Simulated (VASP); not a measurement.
Here is the system:

```
Rh
1.0
    0.00000     1.89281     1.89281
    1.89281     0.00000     1.89281
    1.89281     1.89281     0.00000
Rh
1
Direct
  0.00000   0.00000   0.00000
```

Computed with vdW-DF-cx, VASP's PBE PAW potentials (set 64) (plane waves; VASP). Run with 520 eV cut-off, Gaussian smearing of 0.050 eV, potentials Rh_pv.

Problem. Give the energies of bands 4 to 9 at the high-symmetry points, in eV from the Fermi level.

Solution. 
| band | Γ | X | U | L | W |
|---|---|---|---|---|---|
| 4 | -8.09 | -6.45 | -5.63 | -6.25 | -5.12 |
| 5 | -3.15 | -6.07 | -4.86 | -3.23 | -3.88 |
| 6 | -3.15 | 0.56 | -2.10 | -3.23 | -3.88 |
| 7 | -3.15 | 1.02 | -0.71 | 0.59 | -1.24 |
| 8 | -1.01 | 1.02 | 0.39 | 0.59 | 1.02 |
| 9 | -1.01 | 3.27 | 7.96 | 0.72 | 9.72 |

It has no gap at this level: it comes out as a metal or semimetal.

The compound is Rh in the fcc structure. It was relaxed first.
